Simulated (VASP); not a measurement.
Level of theory: LDA (Ceperley-Alder, Perdew-Zunger), VASP's LDA PAW potentials (set 64) (plane waves; VASP).

VASP ran on this input.

KPOINTS:
```
kpoints
0
G
 8 8 5
```

**INCAR**
```
SYSTEM = GaN
PREC = Accurate
ENCUT = 620
EDIFF = 1E-6
NELM = 100
ALGO = Normal
LREAL = .FALSE.
LASPH = .TRUE.
ISMEAR = 0
SIGMA = 0.05
LMAXMIX = 4
LWAVE = .FALSE.
LCHARG = .FALSE.
IBRION = 2
ISIF = 3
NSW = 40
EDIFFG = -0.02
PSTRESS = 300
```

### POSCAR
```
GaN
1.0
  1.5190628605  -2.6310940118   0.0000000000
  1.5190628605   2.6310940118   0.0000000000
  0.0000000000   0.0000000000   4.9527756200
Ga N
2 2
Direct
  0.6666670000   0.3333330000   0.5004255863
  0.3333330000   0.6666670000   0.0004255863
  0.6666670000   0.3333330000   0.8765744137
  0.3333330000   0.6666670000   0.3765744137
```

POTCAR, in this order: Ga_d N (LDA.64 set). Program: vasp_std.

**Question.** What will the output report for the number of irreducible k-points (NKPTS), largest plane-wave count, number of space-group operations, FFT grid (NGX, NGY, NGZ)?

**Answer.** 
```json
{
 "number of irreducible k-points (NKPTS)": "30",
 "largest_plane_wave_count": "1402",
 "number_of_space_group_operations": "12",
 "FFT grid (NGX, NGY, NGZ)": "28 × 28 × 40"
}
```

The compound is GaN in the wurtzite structure. It was relaxed first under an external pressure of 30 GPa.
